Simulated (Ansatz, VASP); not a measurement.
## GaP in two plane-wave programs

Wanted: the spread between two codes on one cell, functional and k mesh. The cell is taken from a series of runs on this material, whose earlier steps may have relaxed, scaled, displaced or heated it; both programs get it as it stands.

Calculated with Ansatz 0.2.0; plane waves, with VASP 6.6.1 beside it; single point at PBE.

## (1) The structure

It takes space group F-43m (No. 216, cubic). The conventional cell has a = 5.615 Å, b = 5.615 Å, c = 5.615 Å, α = 90.00°, β = 90.00°, γ = 90.00°. Nearest to P lie 4 Ga at 2.43 Å. Nearest to Ga lie 4 P at 2.43 Å. Farther neighbours are not listed.

Structure file:

```cif
data_structure
_symmetry_space_group_name_H-M 'P 1'
_symmetry_Int_Tables_number 1
_cell_length_a 3.9701
_cell_length_b 3.9701
_cell_length_c 3.9701
_cell_angle_alpha 60.000
_cell_angle_beta 60.000
_cell_angle_gamma 60.000
_cell_volume 44.25
loop_
_atom_site_label
_atom_site_type_symbol
_atom_site_fract_x
_atom_site_fract_y
_atom_site_fract_z
_atom_site_occupancy
P1 P 0.75000 0.75000 0.75000 1
Ga2 Ga 0.00000 0.00000 0.00000 1
```

## (2) Ansatz: single point, PBE

Ansatz runs on its PAW soft_1 files.

A single point gives forces, pressure and levels at one fixed geometry, so differences don't come from the geometry; what else differs is listed under the comparison.

File input.yaml:

```yaml
crystal:
  lattice:
    - [0.0, 2.8072591309, 2.8072591309]
    - [2.8072591309, 0.0, 2.8072591309]
    - [2.8072591309, 2.8072591309, 0.0]
  atoms:
    - { symbol: P, position: [0.75, 0.75, 0.75] }
    - { symbol: Ga, position: [0.0, 0.0, 0.0] }
kpoints:
  mp_grid: { grid: [12, 12, 12] }
hamiltonian:
  xc: pbe
  pseudopotentials: { kind: paw, azcp: { folder: soft_1 } }
scf:
  occupations: { method: fixed }
output:
  forces: true
  stress: true
  eigenvalues: true
```

Started as:

```
> ansatz run input.yaml --threads 4 --pin off --max-ram 10240MiB --backend cpu --events-out ev --progress --plain --runs-dir out
```

Numbers of over 12 decimals in the logs are rounded to 6 here.

What it wrote:

```text
Engine: ansatz 0.2.0, x86_64-unknown-linux-gnu
Pseudopotentials: kind: paw
Pseudopotential: P, paw, valence charge 5, recommended cutoff 420 eV (normal), soft_1/P.paw.azcp
Pseudopotential: Ga, paw, valence charge 13, recommended cutoff 420 eV (normal), soft_1/Ga.paw.azcp
Functional definition: PBE
  parameter kappa = 0.804
  parameter beta = 0.066725
  exchange = pbe_x(kappa = kappa, mu = beta*pi^2/3)
  correlation = pbe_c(beta = beta)
Crystal: 2 atoms, lattice volume = 44.246 Å³
Basis set: ecut = 420 eV, 893 PW (Γ), exchange–correlation on 54×54×54 points (8 copies of the dense FFT grid, shifted against one another)
Bands: 13, of which v1, the nominal top of the filled ones, is band 9 counted from 1 (8 counted from 0)
Symmetry: 24 space group operations
Space group: F-43m (ITA 216), of the structure as read, at distance tolerance 3.5e-5 Å
k-points: 72 of 1728 (time reversal used)
Non-local potential: P, projectors of the file, l = 0: 2, l = 1: 2, l = 2: 1
Non-local potential: Ga, projectors of the file, l = 0: 2, l = 1: 2, l = 2: 3, l = 3: 1
PAW form: soft (Blöchl's): semilocal exchange-correlation on the pseudo side does not see the compensation charge
PAW one-centre angular grid: P, 110 points (default); XC on 64 Gauss nodes
PAW one-centre angular grid: Ga, 590 points (default); XC on 64 Gauss nodes
Initial density: superposition of atomic densities (chi_scale 0.1, normalization cell, long waves kept (reshape's long-wave potential 0.00 eV rms))
Initial wavefunctions: pseudopotential atomic-orbital guess
Functional: x = pbe(κ = 0.804, μ = 0.219515), c = pbe(β = 0.066725)
SCF iter   1: F=—  HF=-4539.657500 eV  |F-HF|=—  |Δ(HF+E_count)|=         —  Δρ=4.31e-2  dr2=6.43e-1  ethr=3.10e-3  ⟨swp⟩=5.0  Hψ=5033  notcnv=0  defer=129
preconditioner: auto → none  [insulator: Δε(μ)=1.263 eV  Ē_g=14.978 eV  n_scr=14 (ndim 8)  ℏωp=23.7 eV  f_vac=0.000  ε∞_Penn≈3.5]
SCF iter   2: F=—  HF=-4539.540592 eV  |F-HF|=—  |Δ(HF+E_count)|=   1.17e-1  Δρ=2.04e-2  dr2=1.01e-1  ethr=3.10e-3  ⟨swp⟩=2.0  Hψ=1730  notcnv=0  defer=129
SCF iter   3: F=—  HF=-4539.536989 eV  |F-HF|=—  |Δ(HF+E_count)|=   3.60e-3  Δρ=5.64e-3  dr2=1.47e-2  ethr=5.60e-4  ⟨swp⟩=3.0  Hψ=1736  notcnv=0  defer=132
SCF iter   4: F=—  HF=-4539.533070 eV  |F-HF|=—  |Δ(HF+E_count)|=   3.92e-3  Δρ=1.89e-3  dr2=6.44e-4  ethr=8.19e-5  ⟨swp⟩=2.1  Hψ=1752  notcnv=0  defer=135
SCF iter   5: F=—  HF=-4539.532726 eV  |F-HF|=—  |Δ(HF+E_count)|=   3.44e-4  Δρ=4.03e-4  dr2=3.07e-5  ethr=3.58e-6  ⟨swp⟩=2.0  Hψ=1736  notcnv=0  defer=136
SCF iter   6: F=—  HF=-4539.532739 eV  |F-HF|=—  |Δ(HF+E_count)|=   1.31e-5  Δρ=3.95e-5  dr2=3.21e-7  ethr=1.70e-7  ⟨swp⟩=3.0  Hψ=1616  notcnv=0  defer=39
SCF iter   7: F=-4539.532739 eV  HF=-4539.532739 eV  |F-HF|=2.23e-8  |Δ(HF+E_count)|=   1.42e-7  Δρ=5.60e-6  dr2=1.07e-8  ethr=5.56e-10  ⟨swp⟩=7.9  Hψ=6173  notcnv=0
SCF 1 converged in 7 iterations: F = -4539.532739 eV  dr2 = 1.07e-8
  greatest PAW one-centre occupation: 0.994 electrons in one spin orbital (limit 2), on the Ga atom at site 1 (counted from 0), in its partial waves of l = 2
SCF converged after 7 iterations
Free energy (F): -4539.532739 eV
Harris-Foulkes:  -4539.532739 eV  (|F-HF|=2.23e-8)
Internal energy: -4539.532739 eV  (E = F + TS)
E sigma→0 (E₀):  -4539.532739 eV
Fermi energy:    6.001086 eV
--- Per-component energies (eV) ---
  E_band       = -74.296872
  E_kinetic    = 178.145579
  E_local      = -1734.410261  (includes V_loc(G=0)·N_el)
  E_nonlocal   = -60.533524
  E_hartree    = 1036.700238
  E_xc         = -135.065875
  E_vxc        = -115.463895  (∫ρ·V_xc dr)
  E_paw        = -2550.070342  (= ΣΔE_a)
  E_vpaw       = -415.432256  (= ΣTr[D̂ρ^β])
  E_aug_tail   = -0.000221  (compensation charges beyond the density's cutoff)
  E_ewald      = -1274.298334
  E_smearing   = -0.000000  (= −TS)
  E_closure    = 0.000000  (closes the sum)
  Σ components = -4539.532739   (vs F -4539.532739, Δ=0.00e0)
--- Forces (eV/Å), atoms counted from 1 ---
  atom   1  P      0.00000000    -0.00000000     0.00000000
  atom   2  Ga     0.00000000    -0.00000000    -0.00000000
  max |Σ_I F_I| component: 3.69e-16 eV/Å
--- Stress (GPa, compression-positive) ---
       -3.906902       0.000000      -0.000000
        0.000000      -3.906902       0.000000
        0.000000       0.000000      -3.906902
  P = ⅓ Tr σ = -3.9069 GPa (-39.069 kbar)
--- Band table (eV; the first three rows and the last of 72) ---
  k-point 0: bands = [... 5 lower, -5.8566, 6.0011, 6.0011, 6.0011, 7.1123, 9.8987, 9.8987, 9.8987]
  k-point 1: bands = [... 5 lower, -5.7761, 5.0566, 5.9060, 5.9060, 7.7319, 10.0305, 10.0492, 10.0492]
  k-point 2: bands = [... 5 lower, -5.5404, 3.6653, 5.6779, 5.6779, 8.0100, 10.3920, 10.3920, 10.7391]
  k-point 71: bands = [... 5 lower, -3.2212, -0.1808, 2.8272, 2.9882, 10.4710, 10.6773, 11.8346, 12.1571]
```

The run ends at a pressure of -3.91 GPa.

## (3) VASP: single point, PBE

The same cell, functional and mesh now go to VASP, with its own data sets.

Lines of VASP's logs that name or quote its potential files are left out, and so is its time.

File INCAR:

```
SYSTEM = GaP
PREC = Accurate
ENCUT = 500
EDIFF = 1E-06
NELM = 120
ISMEAR = 0
SIGMA = 0.01
LREAL = .FALSE.
ALGO = Normal
GGA = PE
NBANDS = 15
LORBIT = 11
LWAVE = .FALSE.
LCHARG = .FALSE.
ISIF = 2
LASPH = .TRUE.
GGA_COMPAT = .FALSE.
EFERMI = MIDGAP
```

File POSCAR:

```
GaP
1.0
    0.0000000000      2.8072591309      2.8072591309
    2.8072591309      0.0000000000      2.8072591309
    2.8072591309      2.8072591309      0.0000000000
P Ga
1 1
Direct
    0.7500000000      0.7500000000      0.7500000000
    1.0000000000      1.0000000000      1.0000000000
```

File KPOINTS:

```
Automatic mesh
0
Gamma
12 12 12
0 0 0
```

The projector-augmented-wave data sets are P and Ga_d (PBE family, release 64).

Started as:

```
> mpirun -np 1 vasp_std
```

What it wrote:

```text
[banner, memory and clock lines left out]
running    1 mpi-ranks, on    1 nodes
 distrk:  each k-point on    1 cores,    1 groups
 distr:  one band on    1 cores,    1 groups

 POSCAR found type information on POSCAR P Ga
 POSCAR found :  2 types and       2 ions
 LDA part: xc-table for (Slater+PW92), standard interpolation
 POSCAR, INCAR and KPOINTS ok, starting setup
 FFT: planning ... GRIDC
 FFT: planning ... GRID_SOFT
 FFT: planning ... GRID
 WAVECAR not read
 entering main loop
       N       E                     dE             d eps       ncg     rms          rms(c)
DAV:   1     0.814559702110E+02    0.81456E+02   -0.89001E+03  2224   0.162E+03
DAV:   2    -0.278207319112E+01   -0.84238E+02   -0.80488E+02  2419   0.319E+02
DAV:   3    -0.923043039406E+01   -0.64484E+01   -0.64212E+01  2741   0.693E+01
DAV:   4    -0.933809167855E+01   -0.10766E+00   -0.10763E+00  2634   0.982E+00
DAV:   5    -0.934046623389E+01   -0.23746E-02   -0.23743E-02  2890   0.125E+00    0.386E+00
DAV:   6    -0.911496571015E+01    0.22550E+00   -0.39704E-01  3324   0.101E+01    0.250E+00
DAV:   7    -0.909459986801E+01    0.20366E-01   -0.82106E-02  2780   0.188E+00    0.104E+00
DAV:   8    -0.909503777583E+01   -0.43791E-03   -0.12303E-02  2693   0.139E+00    0.132E-01
DAV:   9    -0.909545100063E+01   -0.41322E-03   -0.13627E-03  2711   0.561E-01    0.916E-02
DAV:  10    -0.909553026990E+01   -0.79269E-04   -0.11234E-04  3023   0.992E-02    0.486E-02
DAV:  11    -0.909561122804E+01   -0.80958E-04   -0.12013E-04  2433   0.975E-02    0.632E-03
DAV:  12    -0.909561066956E+01    0.55847E-06   -0.40042E-06  2685   0.254E-02
   1 F= -.90956107E+01 E0= -.90956107E+01  d E =0.000000E+00
```

From OUTCAR (step 3):

```text
ion  position               nearest neighbor table
   1  0.750  0.750  0.750-   2 2.43   2 2.43   2 2.43   2 2.43
   2  0.000  0.000  0.000-   1 2.43   1 2.43   1 2.43   1 2.43

  LATTYP: Found a face centered cubic cell.
 ALAT       =     5.6145182618

 Subroutine GETGRP returns: Found 24 space group operations
 (whereof 24 operations were pure point group operations)

The static configuration has the point symmetry T_d .

 Found     72 irreducible k-points:

   k-points           NKPTS =     72   k-points in BZ     NKDIM =     72   number of bands    NBANDS=     15

   dimension x,y,z NGX =    30 NGY =   30 NGZ =   30
   dimension x,y,z NGXF=    60 NGYF=   60 NGZF=   60

   ENCUT  =  500.0 eV  36.75 Ry    6.06 a.u.   7.24  7.24  7.24*2*pi/ulx,y,z

   NELECT =      18.0000    total number of electrons

 k-points in reciprocal lattice and weights: Automatic mesh
   0.00000000  0.00000000  0.00000000       0.001
   0.08333333  0.00000000  0.00000000       0.005
   0.16666667  0.00000000  0.00000000       0.005
   0.25000000  0.00000000  0.00000000       0.005
   0.33333333  0.00000000  0.00000000       0.005
   0.41666667  0.00000000  0.00000000       0.005
   0.50000000  0.00000000  0.00000000       0.002
   0.08333333  0.08333333  0.00000000       0.003
   0.16666667  0.08333333  0.00000000       0.014
[...]
-0.33333333  0.50000000  0.16666667       0.007
  -0.25000000  0.50000000  0.25000000       0.003

 average (electrostatic) potential at core
       1 -84.2273       2 -66.1728

 E-fermi :   4.3385

 k-point     1 :       0.0000    0.0000    0.0000
  band No.  band energies     occupation
    ...
      5     -10.5655      2.00000
      6      -8.0727      2.00000
      7       3.7855      2.00000
      8       3.7855      2.00000
      9       3.7855      2.00000
     10       4.8914      0.00000
     11       7.6859      0.00000
     12       7.6859      0.00000
     13       7.6859      0.00000
     14      12.2197      0.00000
    ...

 k-point     2 :       0.0833    0.0000    0.0000
  band No.  band energies     occupation
    ...
      5     -10.5655      2.00000
      6      -7.9923      2.00000
      7       2.8397      2.00000
      8       3.6905      2.00000
      9       3.6905      2.00000
     10       5.5122      0.00000
     11       7.8180      0.00000
     12       7.8366      0.00000
     13       7.8366      0.00000
     14      12.6420      0.00000
    ...

 k-point     3 :       0.1667    0.0000    0.0000
  band No.  band energies     occupation
    ...
      5     -10.5653      2.00000
      6      -7.7568      2.00000
      7       1.4483      2.00000
      8       3.4625      2.00000
      9       3.4625      2.00000
     10       5.7908      0.00000
     11       8.1800      0.00000
     12       8.1800      0.00000
     13       8.5265      0.00000
     14      12.6878      0.00000
    ...

  Total       -1.0965395     -1.0965395     -1.0965395     -0.0000000      0.0000000     -0.0000000
  in kB      -39.7061118    -39.7061118    -39.7061118     -0.0000000      0.0000000     -0.0000000
  external PRESSURE =     -39.7061118 kB  Pullay stress =       0.0000000 kB

  energy-cutoff  :      500.00
  volume of cell :       44.25
      direct lattice vectors                 reciprocal lattice vectors
     0.000000000  2.807259131  2.807259131    -0.178109671  0.178109671  0.178109671
     2.807259131  0.000000000  2.807259131     0.178109671 -0.178109671  0.178109671
     2.807259131  2.807259131  0.000000000     0.178109671  0.178109671 -0.178109671

 POSITION                                       TOTAL-FORCE (eV/Angst)
 -----------------------------------------------------------------------------------
      4.21089      4.21089      4.21089        -0.000000     -0.000000     -0.000000
      0.00000      0.00000      0.00000         0.000000      0.000000      0.000000
 -----------------------------------------------------------------------------------
    total drift:                                0.000000      0.000000      0.000000

  FREE ENERGIE OF THE ION-ELECTRON SYSTEM (eV)
  ---------------------------------------------------
  free  energy   TOTEN  =        -9.0956106696 eV

  energy  without entropy=       -9.0956106696  energy(sigma->0) =       -9.09561067

 total charge
# of ion       s       p       d       tot
------------------------------------------
    1        1.028   1.470   0.000   2.498
    2        0.859   0.756   9.995  11.610
--------------------------------------------------
tot          1.887   2.226   9.995  14.108

[... 3 further parts left out ...]
```

The run ends at a pressure of -3.97 GPa.

## (4) Comparison

Known differences besides the potentials themselves: fixed occupations in Ansatz, narrow Gaussian smearing in VASP; the cutoff is 420 eV in Ansatz and 500 eV in VASP. Total energies have different zeros and are not compared.

Both answers:

| quantity | Ansatz | VASP | difference |
| --- | --- | --- | --- |
| pressure (GPa) | -3.91 | -3.97 | +0.06 |
| gap on the k mesh (eV) | 1.111 | 1.106 | +0.005 |

A gap on the mesh is an upper bound, since the band edges may lie between its points.

## (5) Summary of results

| Item | Value |
| --- | --- |
| difference in gap on the k mesh (single point, PBE) | 0.0053 eV |

In words: The difference in gap on the k mesh is 0.0053 eV (single point, PBE), within the 0.08 eV picked in this series as the mark of a large difference. Such differences can come from data sets, numerical settings and the points named under the comparisons, not from the functional's error against experiment.

[Lines on the potential files, build, host, timing and source positions are cut from VASP's logs without a mark.]

[Logs are printed without paths, hosts, clocks, repeated set-up lines and the standing remarks that a program may print on its own settings, such as how far it seeks lower states.]

[Hosts, paths, dates, database ids (printed as entryN), source tags and the programs' standing remarks are cut or masked in the printed files.]
